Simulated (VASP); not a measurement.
NbW3 (ordered alloy cell): computed properties

Method: PBEsol GGA, VASP's PBE PAW potentials (set 64) (plane waves; VASP).

| Property | Result |
|---|---|
| space group | R-3m (166) |
| cell | a = b = 9.0063 Å, c = 2.7450 Å, α = β = 90.00°, γ = 120.00° |
| volume per atom | 16.07 Å^3/atom |
| band gap (over mesh and band path) | none (metal, semimetal or under 0.01 eV) |
| density | 16.65 g/cm³ |

NbW3 is taken in the trigonal space group R-3m, hexagonal axes (No. 166), Pearson symbol hR4. Conventional cell: a = 9.006 Å, b = 9.006 Å, c = 2.745 Å, α = 90.00°, β = 90.00°, γ = 120.00°. W on 9d is coordinated by 6 W at 2.745–2.756 Å and 4 W at 3.179 Å and 2 Nb at 2.756 Å and 2 Nb at 3.179 Å. Nb on 3b has 2 Nb at 2.745 Å and 6 W at 2.756 Å and 6 W at 3.179 Å. (Neighbours: up to the widest gap in distance over summed covalent radii, below 1.35, at either atom.)
(The calculation used a cell of 4 atoms; values per cell refer to that cell.)

Unless said otherwise, spin-orbit coupling is left out, though it shifts the bands of the heavy elements here.

The structure was generated: NbW3 was put into an ordered model structure (R-3m), which need not be its known phase. It was relaxed first. Symmetry was kept, so distortions that lower it aren't found. The electron count is odd and the run is not spin-polarised, which forces a metal.
